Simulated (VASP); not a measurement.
Given:

```
InAs
1.0
    3.47965     0.00000     0.00000
   -1.73982     3.01346     0.00000
    0.00000     0.00000     6.39686
In As
2 2
Direct
  0.00000   0.00000   0.00000
  0.00000   0.00000   0.50000
  0.33333   0.66667   0.25000
  0.66667   0.33333   0.75000
```

Computed with PBEsol GGA, VASP's PBE PAW potentials (set 64) (plane waves; VASP 6.6.1). Numerical set-up: 500 eV cut-off, 10×10×5 Γ-centred mesh, first-order Methfessel-Paxton smearing of 0.10 eV, potentials In_d As.

Unless said otherwise, spin-orbit coupling is left out, though it shifts the bands of the heavy elements here.

Task: What does the run give for the energy per atom (σ→0), pressure, band gap (on the k-mesh) with the smallest direct gap where there is one?

Result: 
The band gap (on the k-mesh) is none (metal, semimetal or under 0.01 eV), the energy per atom (σ→0) is -3.414 eV/atom and the pressure is 45.02 GPa.

The structure was generated: InAs was put into the NiAs type type (P6_3/mmc), which need not be its known phase. It was relaxed first under an external pressure of 45 GPa.
